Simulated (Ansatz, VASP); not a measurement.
## Cross-check of Ga2O3 (partly crystallised Ga2O3) between VASP and Ansatz

Wanted: the spread between two codes on one cell, functional and k mesh. Of the first pair: The structure shown is the start of the Ansatz relaxation below; VASP solves that cell, so the two are compared at the walk's first step.

Calculated with Ansatz 0.2.0; plane waves, with VASP 6.6.1 beside it; single point at PBE.

### Step 1. Set-up

The cell holds 95 atoms: 38 Ga and 57 O. Its edges and angles: a = 10.261 Å, b = 9.851 Å, c = 10.195 Å, α = 87.3°, β = 88.7°, γ = 88.3°. As first built, before any earlier steps moved the atoms (in the runner's words): 95 atoms (38 Fe, 57 O) placed at random at 4.97 g/cm^3, melted at 5000 K for 10 ps at fixed volume with the Morse and Coulomb pair potential with partial charges (Pedone, Malavasi, Menziani, Cormack and Segre, J. Phys. Chem. B 110, 11780 (2006)). Quenched from 5000 K to 300 K at 50 K/ps and fixed volume, held 5 ps, then minimised at fixed cell. Then Fe was replaced by Ga and the cell scaled by 1.003 (the potential has no terms for the new elements, so the cell is a start for a DFT relaxation).

### Step 2. Ansatz: relaxation, PBE

Ansatz runs on its PAW soft_1 files.

The two programs are compared at the cell with which this relaxation starts, whose forces are those of its first step.

input.yaml reads:

```yaml
crystal:
  lattice:
    - [10.25942, 0.1509, 0.11188]
    - [0.1509, 9.84683, 0.23223]
    - [0.11188, 0.23223, 10.19208]
  atoms:
    - { symbol: Ga, position: [0.27, 0.8883, 0.36525] }
    - { symbol: Ga, position: [0.08208, 0.34129, 0.89797] }
    - { symbol: Ga, position: [0.76733, 0.57565, 0.50553] }
    - { symbol: Ga, position: [0.41013, 0.62901, 0.22199] }
    - { symbol: Ga, position: [0.84442, 0.62287, 0.81333] }
    - { symbol: Ga, position: [0.31154, 0.26352, 0.63205] }
    - { symbol: Ga, position: [0.85137, 0.77618, 0.3272] }
    - { symbol: Ga, position: [0.6161, 0.36895, 0.22123] }
    - { symbol: Ga, position: [0.69798, 0.64781, 0.09306] }
    - { symbol: Ga, position: [0.12739, 0.6184, 0.83625] }
    - { symbol: Ga, position: [0.49776, 0.93896, 0.17456] }
    - { symbol: Ga, position: [0.24028, 0.04755, 0.8481] }
    - { symbol: Ga, position: [0.09614, 0.11781, 0.52972] }
    - { symbol: Ga, position: [0.5657, 0.217, 0.94519] }
    - { symbol: Ga, position: [0.5909, 0.70921, 0.73297] }
    - { symbol: Ga, position: [0.87437, 0.32063, 0.36486] }
    - { symbol: Ga, position: [0.81842, 0.13822, 0.78717] }
    - { symbol: Ga, position: [0.44398, 0.5308, 0.51074] }
    - { symbol: Ga, position: [0.02649, 0.41329, 0.60878] }
    - { symbol: Ga, position: [0.62254, 0.31393, 0.62348] }
    - { symbol: Ga, position: [0.17481, 0.81691, 0.09] }
    - { symbol: Ga, position: [0.83574, 0.35528, 0.05025] }
    - { symbol: Ga, position: [0.38246, 0.75217, 0.91231] }
    - { symbol: Ga, position: [0.96356, 0.07483, 0.01095] }
    - { symbol: Ga, position: [0.70318, 0.91465, 0.94758] }
    - { symbol: Ga, position: [0.00944, 0.90127, 0.71882] }
    - { symbol: Ga, position: [0.00618, 0.57561, 0.12771] }
    - { symbol: Ga, position: [0.78798, 0.04453, 0.50508] }
    - { symbol: Ga, position: [0.44078, 0.12664, 0.4001] }
    - { symbol: Ga, position: [0.09028, 0.12072, 0.24251] }
[... 59 atom lines left out ...]
    - { symbol: O, position: [0.60306, 0.99531, 0.30624] }
    - { symbol: O, position: [0.07848, 0.97851, 0.11991] }
    - { symbol: O, position: [0.28393, 0.90763, 0.96257] }
    - { symbol: O, position: [0.59525, 0.81318, 0.06383] }
    - { symbol: O, position: [0.48059, 0.26636, 0.27261] }
    - { symbol: O, position: [0.00432, 0.41517, 0.04574] }
kpoints:
  mp_grid: { grid: [1, 1, 1] }
hamiltonian:
  xc: pbe
  pseudopotentials: { kind: paw, azcp: { folder: soft_1 } }
scf:
  occupations: { method: fixed }
output:
  forces: true
  eigenvalues: true
  stress: true
relax:
  f_tol: 0.05
  max_steps: 70
```

On the command line:

```
> ansatz run input.yaml --threads 4 --pin off --max-ram 8192MiB --backend cpu --events-out ev --progress --plain --runs-dir out
```

Numbers of over 12 decimals in the logs are rounded to 6 here.

The program printed:

```text
Warning: output.stress: scf.convergence.dr2_threshold = 1e-7 eV (the SCF's general default) is looser than the 9.5e-9 eV advised for a printed stress (1e-10 eV for each atom of the cell: 95). What an SCF threshold leaves in a stress goes as its square root, and in the free energy as the threshold itself, and one threshold admits the most on a small cell: [figures from the program's tests cut] Every solve of this run  [...]
Engine: ansatz 0.2.0, x86_64-unknown-linux-gnu
Pseudopotentials: kind: paw
Pseudopotential: Ga, paw, valence charge 13, recommended cutoff 420 eV (normal), soft_1/Ga.paw.azcp
Pseudopotential: O, paw, valence charge 6, recommended cutoff 420 eV (normal), soft_1/O.paw.azcp
Functional definition: PBE
  parameter kappa = 0.804
  parameter beta = 0.066725
  exchange = pbe_x(kappa = kappa, mu = beta*pi^2/3)
  correlation = pbe_c(beta = beta)
Crystal: 95 atoms, lattice volume = 1028.731 Å³
Basis set: ecut = 420 eV, 20103 PW (Γ), exchange–correlation on 144×144×144 points (8 copies of the dense FFT grid, shifted against one another)
Bands: 513, of which v1, the nominal top of the filled ones, is band 418 counted from 1 (417 counted from 0)
Symmetry: 1 space group operations
Space group: P1 (ITA 1), of the structure as read, at distance tolerance 1.0e-4 Å
k-points: 1
Non-local potential: Ga, projectors of the file, l = 0: 2, l = 1: 2, l = 2: 3, l = 3: 1
Non-local potential: O, projectors of the file, l = 0: 2, l = 1: 2, l = 2: 1
PAW form: soft (Blöchl's): semilocal exchange-correlation on the pseudo side does not see the compensation charge
PAW one-centre angular grid: Ga, 590 points (default); XC on 64 Gauss nodes
PAW one-centre angular grid: O, 110 points (default); XC on 64 Gauss nodes
Initial density: superposition of atomic densities (chi_scale 0.1, normalization cell, long waves kept (reshape's long-wave potential 0.15 eV rms))
Initial wavefunctions: pseudopotential atomic-orbital guess
Functional: x = pbe(κ = 0.804, μ = 0.219515), c = pbe(β = 0.066725)
SCF iter   1: F=—  HF=-176143.718775 eV  |F-HF|=—  |Δ(HF+E_count)|=         —  Δρ=1.22e-1  dr2=7.85e1  ethr=3.10e-3  ⟨swp⟩=5.0  Hψ=1545  notcnv=0  defer=88
preconditioner: auto → Resta (q_TF=auto, 2.636 Å⁻¹)  ε∞=4.2  [insulator: Δε(μ)=2.856 eV  Ē_g=18.749 eV  n_scr=318 (ndim 8)  ℏωp=33.5 eV  f_vac=0.018  ε∞_Penn≈4.2]
SCF iter   2: F=—  HF=-176123.673372 eV  |F-HF|=—  |Δ(HF+E_count)|=    2.00e1  Δρ=5.30e-2  dr2=1.47e1  ethr=3.10e-3  ⟨swp⟩=3.0  Hψ=991  notcnv=0  defer=88
SCF iter   3: F=—  HF=-176118.532855 eV  |F-HF|=—  |Δ(HF+E_count)|=    5.14e0  Δρ=1.63e-2  dr2=2.24e0  ethr=1.76e-3  ⟨swp⟩=3.0  Hψ=788  notcnv=0  defer=89
SCF iter   4: F=—  HF=-176118.020338 eV  |F-HF|=—  |Δ(HF+E_count)|=   5.13e-1  Δρ=5.02e-3  dr2=2.24e-1  ethr=2.68e-4  ⟨swp⟩=2.0  Hψ=788  notcnv=0  defer=93
SCF iter   5: F=—  HF=-176118.153181 eV  |F-HF|=—  |Δ(HF+E_count)|=   1.33e-1  Δρ=2.78e-3  dr2=6.63e-2  ethr=2.68e-5  ⟨swp⟩=2.0  Hψ=844  notcnv=0  defer=93
SCF iter   6: F=—  HF=-176118.179343 eV  |F-HF|=—  |Δ(HF+E_count)|=   2.62e-2  Δρ=5.34e-4  dr2=3.06e-3  ethr=7.93e-6  ⟨swp⟩=2.0  Hψ=843  notcnv=0  defer=93
SCF iter   7: F=—  HF=-176118.184934 eV  |F-HF|=—  |Δ(HF+E_count)|=   5.59e-3  Δρ=4.81e-4  dr2=1.89e-3  ethr=3.66e-7  ⟨swp⟩=2.0  Hψ=933  notcnv=0  defer=93
SCF iter   8: F=—  HF=-176118.184764 eV  |F-HF|=—  |Δ(HF+E_count)|=   1.70e-4  Δρ=1.14e-4  dr2=1.38e-4  ethr=2.26e-7  ⟨swp⟩=2.0  Hψ=843  notcnv=0  defer=93
SCF iter   9: F=—  HF=-176118.184908 eV  |F-HF|=—  |Δ(HF+E_count)|=   1.44e-4  Δρ=4.88e-5  dr2=2.30e-5  ethr=1.65e-8  ⟨swp⟩=2.0  Hψ=843  notcnv=0  defer=93
SCF iter  10: F=-176118.184917 eV  HF=-176118.184922 eV  |F-HF|=4.91e-6  |Δ(HF+E_count)|=   1.34e-5  Δρ=3.43e-5  dr2=1.02e-5  ethr=2.75e-9  ⟨swp⟩=11.0  Hψ=2320  notcnv=0
SCF 1 converged in 10 iterations: F = -176118.184917 eV  dr2 = 1.02e-5
  greatest PAW one-centre occupation: 0.998 electrons in one spin orbital (limit 2), on the Ga atom at site 10 (counted from 0), in its partial waves of l = 2
[...]
--- Relaxed structure (7 steps of the walk, 7 accepted, 0 SCFs on fresh bases) ---
  F+E_penalty+E_count = -176119.50557179 eV   max|allowed force component| = 3.084e-2 eV/Å
  atoms:
    - { symbol: Ga, position: [0.270336, 0.880132, 0.364943] }
    - { symbol: Ga, position: [0.077131, 0.330878, 0.893310] }
    - { symbol: Ga, position: [0.780320, 0.594031, 0.491969] }
    - { symbol: Ga, position: [0.401870, 0.621487, 0.217156] }
    - { symbol: Ga, position: [0.845135, 0.608606, 0.807966] }
    - { symbol: Ga, position: [0.305488, 0.271961, 0.643711] }
    - { symbol: Ga, position: [0.854894, 0.801703, 0.313319] }
    - { symbol: Ga, position: [0.621431, 0.374432, 0.279154] }
    - { symbol: Ga, position: [0.692772, 0.640354, 0.098982] }
    - { symbol: Ga, position: [0.133227, 0.612962, 0.835240] }
    - { symbol: Ga, position: [0.487959, 0.939162, 0.166026] }
    - { symbol: Ga, position: [0.248359, 0.045620, 0.857530] }
    - { symbol: Ga, position: [0.105209, 0.109028, 0.541511] }
    - { symbol: Ga, position: [0.574318, 0.220412, 0.948956] }
    - { symbol: Ga, position: [0.596943, 0.711960, 0.726219] }
    - { symbol: Ga, position: [0.891638, 0.330485, 0.344352] }
    - { symbol: Ga, position: [0.832997, 0.129053, 0.774731] }
    - { symbol: Ga, position: [0.437283, 0.537930, 0.503853] }
    - { symbol: Ga, position: [0.015984, 0.404450, 0.608320] }
    - { symbol: Ga, position: [0.624393, 0.326307, 0.618443] }
    - { symbol: Ga, position: [0.172345, 0.808718, 0.088268] }
    - { symbol: Ga, position: [0.830374, 0.356318, 0.049264] }
    - { symbol: Ga, position: [0.398008, 0.753042, 0.920073] }
    - { symbol: Ga, position: [0.962590, 0.069666, 0.017066] }
[...]
- { symbol: Ga, position: [0.322431, 0.822013, 0.639799] }
    - { symbol: Ga, position: [0.194806, 0.371777, 0.357917] }
    - { symbol: Ga, position: [0.110058, 0.643795, 0.415991] }
    - { symbol: Ga, position: [0.534383, 0.036825, 0.689615] }
    - { symbol: Ga, position: [0.563286, 0.847313, 0.437802] }
    - { symbol: Ga, position: [0.752288, 0.096313, 0.219734] }
    - { symbol: Ga, position: [0.419806, 0.448401, 0.845918] }
    - { symbol: Ga, position: [0.369139, 0.219739, 0.135698] }
    - { symbol: O, position: [0.739444, 0.777313, 0.823972] }
    - { symbol: O, position: [0.154017, 0.480502, 0.518902] }
    - { symbol: O, position: [0.508983, 0.610175, 0.861799] }
    - { symbol: O, position: [0.396163, 0.430572, 0.653075] }
    - { symbol: O, position: [0.174708, 0.755278, 0.266216] }
    - { symbol: O, position: [0.439882, 0.787338, 0.293699] }
    - { symbol: O, position: [0.873968, 0.430784, 0.499626] }
    - { symbol: O, position: [0.941345, 0.025864, 0.604520] }
    - { symbol: O, position: [0.937553, 0.704268, 0.451206] }
    - { symbol: O, position: [0.134069, 0.156309, 0.946441] }
    - { symbol: O, position: [0.695648, 0.723407, 0.380787] }
    - { symbol: O, position: [0.114487, 0.247112, 0.675127] }
    - { symbol: O, position: [0.794157, 0.988135, 0.075882] }
    - { symbol: O, position: [0.375580, 0.142055, 0.766809] }
    - { symbol: O, position: [0.889411, 0.233668, 0.908456] }
    - { symbol: O, position: [0.929135, 0.187035, 0.175644] }
    - { symbol: O, position: [0.772752, 0.533940, 0.968334] }
    - { symbol: O, position: [0.796743, 0.439434, 0.226565] }
    - { symbol: O, position: [0.279057, 0.218514, 0.473842] }
    - { symbol: O, position: [0.997279, 0.707651, 0.736853] }
    - { symbol: O, position: [0.473094, 0.086056, 0.040871] }
    - { symbol: O, position: [0.069357, 0.690668, -0.00494816] }
    - { symbol: O, position: [0.776788, 0.214020, 0.623332] }
    - { symbol: O, position: [0.066752, 0.509175, 0.285436] }
[...]
- { symbol: O, position: [0.656838, 0.067597, 0.835467] }
    - { symbol: O, position: [0.681916, 0.252659, 0.095084] }
    - { symbol: O, position: [0.594214, 1.001484, 0.301601] }
    - { symbol: O, position: [0.071141, 0.966385, 0.130372] }
    - { symbol: O, position: [0.293619, 0.905709, 0.975986] }
    - { symbol: O, position: [0.583947, 0.808422, 0.050272] }
    - { symbol: O, position: [0.473830, 0.268700, 0.279748] }
    - { symbol: O, position: [0.00386017, 0.415722, 0.040840] }
```

In the SCF lines HF is the Harris–Foulkes energy and dr2 the Hartree energy of the density residual, in eV; the loop may stop once dr2 is under the threshold and the program's other checks hold. Hψ counts applications of the Hamiltonian.

### Step 3. VASP: single point, PBE, start cell, pair 1

The same cell, functional and mesh now go to VASP, with its own data sets.

Lines of VASP's logs that name or quote its potential files are left out, and so is its time.

INCAR reads:

```
SYSTEM = Ga2O3
PREC = Accurate
ENCUT = 520
EDIFF = 1E-06
NELM = 120
ISMEAR = 0
SIGMA = 0.01
LREAL = Auto
ALGO = Normal
GGA = PE
NBANDS = 488
LORBIT = 11
LWAVE = .FALSE.
LCHARG = .FALSE.
ISIF = 2
LASPH = .TRUE.
GGA_COMPAT = .FALSE.
EFERMI = MIDGAP
NCORE = 2
```

POSCAR reads:

```
Ga2O3
1.0
   10.2594200000      0.1509000000      0.1118800000
    0.1509000000      9.8468300000      0.2322300000
    0.1118800000      0.2322300000     10.1920800000
Ga O
38 57
Direct
    0.2700046354      0.8882994091      0.3652544044
    0.0820841147      0.3412853114      0.8979678085
    0.7673315202      0.5756483272      0.5055266578
    0.4101251409      0.6290104910      0.2219900249
    0.8444155720      0.6228704194      0.8133254045
    0.3115401312      0.2635169507      0.6320543352
    0.8513703836      0.7761829420      0.3272046252
    0.6161044974      0.3689465220      0.2212295997
    0.6979765076      0.6478089030      0.0930594861
    0.1273876844      0.6183994881      0.8362509863
    0.4977553615      0.9389570062      0.1745627139
    0.2402806416      0.0475470801      0.8480973014
    0.0961415663      0.1178119812      0.5297234917
    0.5656954909      0.2169973365      0.9451865269
    0.5908983963      0.7092146201      0.7329700489
    0.8743667257      0.3206337346      0.3648632152
    0.8184160620      0.1382166304      0.7871737234
    0.4439784304      0.5307998089      0.5107357923
    0.0264852715      0.4132929950      0.6087822893
    0.6225375169      0.3139252496      0.6234789799
    0.1748108483      0.8169146178      0.0900042072
    0.8357358717      0.3552835812      0.0502537622
    0.3824609840      0.7521731322      0.9123096658
    0.9635615501      0.0748317271      0.0109514998
    0.7031843452      0.9146530230      0.9475806571
    0.0094427582      0.9012691580      0.7188171411
    0.0061848134      0.5756074313      0.1277104113
    0.7879755319      0.0445321116      0.5050784143
    0.4407780402      0.1266367740      0.4001025203
    0.0902829572      0.1207250067      0.2425082196
[... 59 atom lines left out ...]
    0.6030599654      0.9953133062      0.3062366114
    0.0784768490      0.9785088233      0.1199147677
    0.2839289245      0.9076340630      0.9625664411
    0.5952529229      0.8131808050      0.0638297702
    0.4805931543      0.2663567862      0.2726112041
    0.0043212020      0.4151717231      0.0457415184
```

KPOINTS reads:

```
Automatic mesh
0
Gamma
1 1 1
0 0 0
```

PAW data sets: Ga_d and O (PBE family, release 64).

On the command line:

```
> mpirun -np 8 vasp_gam
```

The program printed:

```text
[banner, memory and clock lines left out]
running    8 mpi-ranks, on    1 nodes
[...]
LDA part: xc-table for (Slater+PW92), standard interpolation
 POSCAR, INCAR and KPOINTS ok, starting setup
[...]
entering main loop
       N       E                     dE             d eps       ncg     rms          rms(c)
DAV:   1     0.246025841447E+05    0.24603E+05   -0.28975E+05   976   0.364E+03
DAV:   2     0.578433911458E+04   -0.18818E+05   -0.17905E+05   976   0.105E+03
DAV:   3     0.248744055238E+03   -0.55356E+04   -0.51955E+04  1224   0.395E+02
DAV:   4    -0.564269840565E+03   -0.81301E+03   -0.79192E+03  1120   0.157E+02
[...]
DAV:  18    -0.553161163043E+03   -0.72187E-05   -0.13157E-04  1248   0.363E-02    0.998E-03
DAV:  19    -0.553161164113E+03   -0.10704E-05   -0.23951E-05  1296   0.266E-02    0.661E-03
DAV:  20    -0.553161163570E+03    0.54335E-06   -0.48818E-06  1008   0.212E-02
   1 F= -.55316116E+03 E0= -.55316116E+03  d E =0.000000E+00
```

Parts of OUTCAR (step 3):

```text
  Total       76.6052225     82.6477114     83.0384166     -1.6033445     -2.7455002     -1.4558137
  in kB      119.3072964    128.7180519    129.3265480     -2.4970973     -4.2759253     -2.2673284
  external PRESSURE =     125.7839654 kB  Pullay stress =       0.0000000 kB

 POSITION                                       TOTAL-FORCE (eV/Angst)
 -----------------------------------------------------------------------------------
      2.94500      8.87250      3.95920         0.236758      0.113089     -0.067804
      0.99410      3.58150      9.24060        -0.028969     -0.161724     -0.185201
      8.01580      5.90150      5.37190         0.071399      0.012288     -0.235499
      4.32740      6.30720      2.45450        -0.114071     -0.189365     -0.044864
      8.84820      6.44960      8.52860         0.305998     -0.209045      0.125630
      3.30670      2.78860      6.53800        -0.089383      0.035992      0.195390
      8.88830      7.84740      3.61040         0.157511      0.158572     -0.403059
      6.40130      3.77730      2.40940        -0.070150      0.026414      0.429895
      7.26900      6.50580      1.17700        -0.072000      0.144781     -0.025128
      1.49380      6.30270      8.68100        -0.213172     -0.154358     -0.043216
      5.26790      9.36140      2.05290        -0.088862     -0.316214     -0.459680
[...]
5.49120      0.53410      7.05290         0.015208      0.082209      0.186426
      5.94040      8.47610      4.77350         0.031184     -0.054135     -0.010697
[...]
-----------------------------------------------------------------------------------
    total drift:                                0.003726     -0.001854      0.006096

  FREE ENERGIE OF THE ION-ELECTRON SYSTEM (eV)
  ---------------------------------------------------
  free  energy   TOTEN  =      -553.1611635699 eV

  energy  without entropy=     -553.1611635699  energy(sigma->0) =     -553.16116357

[... 3 further parts left out ...]
[key lines of the parts left out:]
E-fermi :   4.7791
```

The run ends at a pressure of 12.58 GPa, with forces up to 0.67 eV/Å.

### Step 4. Differences

Known differences besides the potentials themselves: fixed occupations in Ansatz, narrow Gaussian smearing in VASP; the cutoff is 420 eV in Ansatz and 520 eV in VASP (PREC = Accurate, projectors in real space). Total energies have different zeros and are not compared.

Forces on 9 of the 95 atoms, those with the largest forces and the largest differences (eV/Å; atoms numbered as in POSCAR):

```
atom          Ansatz x, y, z            VASP x, y, z
 Ga8    -0.030, 0.024, 0.383    -0.070, 0.026, 0.430
Ga11  -0.092, -0.294, -0.405  -0.089, -0.316, -0.460
 O40     0.499, 0.070, 0.254     0.526, 0.065, 0.291
 O47    0.034, -0.139, 0.626    0.031, -0.145, 0.655
 O50   -0.064, -0.115, 0.518   -0.076, -0.118, 0.569
 O54    -0.132, 0.438, 0.103    -0.152, 0.493, 0.113
 O56    0.159, 0.587, -0.085    0.179, 0.629, -0.073
 O76    -0.562, 0.227, 0.071    -0.604, 0.258, 0.073
 O80    0.156, 0.042, -0.519    0.166, 0.038, -0.553
```

The forces differ by 18 meV/Å r.m.s., which is 8.5 % of the r.m.s. force of 0.214 eV/Å (both taken over all components).

### Step 5. Ansatz: relaxation, PBE

This run makes the geometry at which the two programs are then compared.

The structure compared here is the end of the Ansatz relaxation.

input.yaml is that of step 2.

On the command line:

```
> ansatz run input.yaml --threads 4 --pin off --max-ram 8192MiB --backend cpu --events-out ev --progress --plain --runs-dir out
```

The program printed:

```text
[...]
Crystal: 95 atoms, lattice volume = 1028.731 Å³
Basis set: ecut = 420 eV, 20103 PW (Γ), exchange–correlation on 144×144×144 points (8 copies of the dense FFT grid, shifted against one another)
Bands: 513, of which v1, the nominal top of the filled ones, is band 418 counted from 1 (417 counted from 0)
Symmetry: 1 space group operations
[...]
k-points: 1
[...]
- { symbol: O, position: [0.154017, 0.480502, 0.518902] }
    - { symbol: O, position: [0.508983, 0.610175, 0.861799] }
    - { symbol: O, position: [0.396163, 0.430572, 0.653075] }
    - { symbol: O, position: [0.174708, 0.755278, 0.266216] }
    - { symbol: O, position: [0.439882, 0.787338, 0.293699] }
    - { symbol: O, position: [0.873968, 0.430784, 0.499626] }
    - { symbol: O, position: [0.941345, 0.025864, 0.604520] }
[...]
- { symbol: O, position: [0.293619, 0.905709, 0.975986] }
    - { symbol: O, position: [0.583947, 0.808422, 0.050272] }
    - { symbol: O, position: [0.473830, 0.268700, 0.279748] }
    - { symbol: O, position: [0.00386017, 0.415722, 0.040840] }
```

[end of part 1 of 2]

[Lines on the potential files, build, host, timing and source positions are cut from VASP's logs without a mark.]

[Logs are printed without paths, hosts, clocks, repeated set-up lines and the standing remarks that a program may print on its own settings, such as how far it seeks lower states.]

[Hosts, paths, dates, database ids (printed as entryN), source tags and the programs' standing remarks are cut or masked in the printed files.]
